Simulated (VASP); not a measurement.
Output of a VASP run:

**OSZICAR**
```
...
DAV:   9    -0.667637711167E+02    0.12804E-05   -0.74070E-06  4044   0.232E-02    0.241E-02
DAV:  10    -0.667637707176E+02    0.39908E-06   -0.12352E-06  2283   0.659E-03
   2 F= -.52974574E+02 E0= -.52975108E+02  d E =0.329374E+00  mag=    -0.0001
       N       E                     dE             d eps       ncg     rms          rms(c)
DAV:   1    -0.746418442537E+02   -0.78781E+01   -0.98616E+01  4000   0.103E+02    0.255E+01
DAV:   2    -0.750216601834E+02   -0.37982E+00   -0.16302E+02  4476   0.927E+01    0.239E+01
DAV:   3    -0.681693510166E+02    0.68523E+01   -0.37327E+01  4448   0.449E+01    0.358E+00
DAV:   4    -0.681329768951E+02    0.36374E-01   -0.15887E+00  4640   0.657E+00    0.312E+00
DAV:   5    -0.680893127231E+02    0.43664E-01   -0.18544E-01  4272   0.338E+00    0.718E-01
DAV:   6    -0.680790778979E+02    0.10235E-01   -0.51566E-02  4606   0.167E+00    0.195E-01
DAV:   7    -0.680792857590E+02   -0.20786E-03   -0.15406E-03  4752   0.299E-01    0.965E-02
DAV:   8    -0.680792827433E+02    0.30157E-05   -0.46906E-04  4764   0.169E-01    0.354E-02
DAV:   9    -0.680792713980E+02    0.11345E-04   -0.75705E-05  4574   0.719E-02    0.103E-02
DAV:  10    -0.680792714233E+02   -0.25282E-07   -0.18261E-06  2974   0.831E-03
   3 F= -.53371210E+02 E0= -.53371646E+02  d E =-.672618E-01  mag=    -0.0000
       N       E                     dE             d eps       ncg     rms          rms(c)
DAV:   1    -0.680712089476E+02    0.80625E-02   -0.80816E-03  3998   0.900E-01    0.235E-01
DAV:   2    -0.680711351631E+02    0.73785E-04   -0.10688E-02  4348   0.778E-01    0.191E-01
DAV:   3    -0.680706978029E+02    0.43736E-03   -0.26448E-03  4352   0.396E-01    0.261E-02
DAV:   4    -0.680706962541E+02    0.15487E-05   -0.13720E-04  3998   0.488E-02    0.184E-02
DAV:   5    -0.680706923023E+02    0.39519E-05   -0.13217E-05  4056   0.275E-02    0.792E-03
DAV:   6    -0.680706919010E+02    0.40123E-06   -0.14837E-06  2220   0.699E-03
   4 F= -.53371249E+02 E0= -.53371686E+02  d E =-.673005E-01  mag=    -0.0000
       N       E                     dE             d eps       ncg     rms          rms(c)
DAV:   1    -0.680631393058E+02    0.75530E-02   -0.69062E-03  3974   0.835E-01    0.218E-01
DAV:   2    -0.680630752348E+02    0.64071E-04   -0.91532E-03  4324   0.721E-01    0.176E-01
DAV:   3    -0.680627008456E+02    0.37439E-03   -0.22677E-03  4326   0.367E-01    0.246E-02
DAV:   4    -0.680626995089E+02    0.13367E-05   -0.11767E-04  3931   0.452E-02    0.170E-02
DAV:   5    -0.680626961211E+02    0.33878E-05   -0.11482E-05  4080   0.256E-02    0.725E-03
DAV:   6    -0.680626957892E+02    0.33193E-06   -0.12335E-06  2036   0.644E-03
   5 F= -.53371228E+02 E0= -.53371666E+02  d E =-.672791E-01  mag=    -0.0000
       N       E                     dE             d eps       ncg     rms          rms(c)
DAV:   1    -0.680432006401E+02    0.19495E-01   -0.73572E-01  5152   0.197E+01    0.309E-01
DAV:   2    -0.680567756237E+02   -0.13575E-01   -0.13909E-01  3952   0.270E+00    0.160E-01
DAV:   3    -0.680569804764E+02   -0.20485E-03   -0.36080E-03  5304   0.480E-01    0.110E-01
DAV:   4    -0.680569096257E+02    0.70851E-04   -0.22427E-04  5606   0.154E-01    0.484E-02
DAV:   5    -0.680568962853E+02    0.13340E-04   -0.36463E-05  5442   0.832E-02    0.119E-02
DAV:   6    -0.680568969799E+02   -0.69458E-06   -0.11514E-05  4056   0.385E-02    0.780E-03
DAV:   7    -0.680568967805E+02    0.19935E-06   -0.55109E-07  2058   0.723E-03
   6 F= -.53372644E+02 E0= -.53373091E+02  d E =-.141607E-02  mag=    -0.0000
```

### OUTCAR
```
------------------------ aborting loop because EDIFF is reached ----------------------------------------
  FORCE on cell =-STRESS in cart. coord.  units (eV):
  Direction    XX          YY          ZZ          XY          YZ          ZX
  --------------------------------------------------------------------------------------
  Total       14.7772161     14.7772161     14.7772161      0.0000000     -0.0000000      0.0000000
  in kB      301.8992372    301.8992372    301.8992372      0.0000000     -0.0000000      0.0000000
  external PRESSURE =       1.8992372 kB  Pullay stress =     300.0000000 kB
  volume of cell :       78.42
      direct lattice vectors                 reciprocal lattice vectors
     4.280360989  0.000000000  0.000000000     0.233625155  0.000000000 -0.000000000
    -0.000000000  4.280360989  0.000000000    -0.000000000  0.233625155 -0.000000000
     0.000000000  0.000000000  4.280360989    -0.000000000 -0.000000000  0.233625155
 POSITION                                       TOTAL-FORCE (eV/Angst)
 -----------------------------------------------------------------------------------
      3.68027      2.74027      1.54009        -0.001883      0.001883     -0.001883
      1.54009      3.68027      2.74027        -0.001883     -0.001883      0.001883
      0.60009      0.60009      0.60009         0.001883      0.001883      0.001883
      2.74027      1.54009      3.68027         0.001883     -0.001883     -0.001883
      0.65755      1.48263      2.79773        -0.006645      0.006645     -0.006645
      2.79773      0.65755      1.48263        -0.006645     -0.006645      0.006645
      3.62281      3.62281      3.62281         0.006645      0.006645      0.006645
      1.48263      2.79773      0.65755         0.006645     -0.006645     -0.006645
 -----------------------------------------------------------------------------------
    total drift:                               -0.000000     -0.000002      0.000000
  FREE ENERGIE OF THE ION-ELECTRON SYSTEM (eV)
  ---------------------------------------------------
  free  energy   TOTEN  =       -68.0568967805 eV

  energy  without entropy=      -68.0582379041  energy(sigma->0) =      -68.05734382
  enthalpy is  TOTEN    =       -53.3726435894 eV   P V=       14.6842531911

 total charge

# of ion       s       p       d       tot
------------------------------------------
    1        0.394   6.502   5.515  12.411
    2        0.394   6.502   5.515  12.411
    3        0.394   6.502   5.515  12.411
    4        0.394   6.502   5.515  12.411
    5        0.759   1.024   0.000   1.783
    6        0.759   1.024   0.000   1.783
    7        0.759   1.024   0.000   1.783
    8        0.759   1.024   0.000   1.783
--------------------------------------------------
tot          4.612  30.104  22.061  56.776

 magnetization (x)

# of ion       s       p       d       tot
------------------------------------------
    1        0.000  -0.000  -0.000  -0.000
    2        0.000  -0.000  -0.000  -0.000
    3        0.000  -0.000  -0.000  -0.000
    4        0.000  -0.000  -0.000  -0.000
    5        0.000   0.000   0.000   0.000
    6        0.000   0.000   0.000   0.000
    7        0.000   0.000   0.000   0.000
    8        0.000   0.000   0.000   0.000
--------------------------------------------------
tot          0.000   0.000  -0.000  -0.000

 reached required accuracy - stopping structural energy minimisation
```
(Selected blocks of OUTCAR.)

POSCAR:
```
MnSi
1
    4.3205595079     0.0000000000     0.0000000000
    0.0000000000     4.3205595079     0.0000000000
    0.0000000000     0.0000000000     4.3205595079
Mn Si
4 4
Direct
  0.8605234990   0.6394765010   0.3605234990
  0.3605234990   0.8605234990   0.6394765010
  0.1394765010   0.1394765010   0.1394765010
  0.6394765010   0.3605234990   0.8605234990
  0.1538885900   0.3461114100   0.6538885900
  0.6538885900   0.1538885900   0.3461114100
  0.8461114100   0.8461114100   0.8461114100
  0.3461114100   0.6538885900   0.1538885900
```

### Question
Write an INCAR and KPOINTS that could have produced this output.

### Answer
Several could match; the one computed here: the input of the run itself, LDA (Ceperley-Alder, Perdew-Zunger), plane waves, VASP's LDA PAW potentials (set 64).

KPOINTS:
```
kpoints
0
gamma
  7 7 7
```

**INCAR**
```
SYSTEM = MnSi
PREC = Accurate; ENCUT = 500; LREAL = .FALSE.
LASPH = .TRUE.
EDIFF = 1E-6; NELM = 100; ALGO = Normal
LMAXMIX = 4
ISMEAR = 1; SIGMA = 0.1
MAGMOM = 4*0.6 4*-0.0
ISPIN = 2
IBRION = 2; NSW = 40; ISIF = 3
EDIFFG = -0.02; PSTRESS = 300
LWAVE = .FALSE.; LCHARG = .FALSE.; LORBIT = 10
```

POTCAR, in this order: Mn_pv Si (LDA.64 set). Program: vasp_std.

Energy and stress use the plane-wave basis of the starting cell. The moments were started parallel, and other spin orders were not tried in this run.

The compound is MnSi in the B20 structure. This run relaxes it under an external pressure of 30 GPa. Symmetry was kept, so distortions that lower it aren't found.
